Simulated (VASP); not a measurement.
```
FeNi3
1.0
    3.49291     0.00000     0.00000
    0.00000     3.49291     0.00000
    0.00000     0.00000     3.49291
Fe Ni
1 3
Direct
  0.00000   0.00000   0.00000
  0.00000   0.50000   0.50000
  0.50000   0.00000   0.50000
  0.50000   0.50000   0.00000
```
Starting moments (μB, in the order of the record's atoms Fe Ni Ni Ni): 3.0 0.8 0.8 0.8.

Computed with MS2 meta-GGA, VASP's PBE PAW potentials (set 64) (plane waves; VASP 6.6.1). Settings: 520 eV cut-off, 10×10×10 Γ-centred mesh, tetrahedra with Blöchl corrections, potentials Fe Ni.

The cores are frozen, which limits the accuracy of field gradients.

**Question.** Give the principal components of the electric field gradient (V/Å²) and the asymmetry η at each nucleus.

**Answer.** 
| atom | Vxx | Vyy | Vzz | η |
|---|---|---|---|---|
| Fe1 | 0.0 | 0.0 | 0.0 | - |
| Ni2 | -15.2 | -15.2 | 30.3 | 0.00 |
| Ni3 | -15.2 | -15.2 | 30.3 | 0.00 |
| Ni4 | -15.2 | -15.2 | 30.3 | 0.00 |

The compound is Ni3Fe in the L1_2 structure. It was relaxed first.
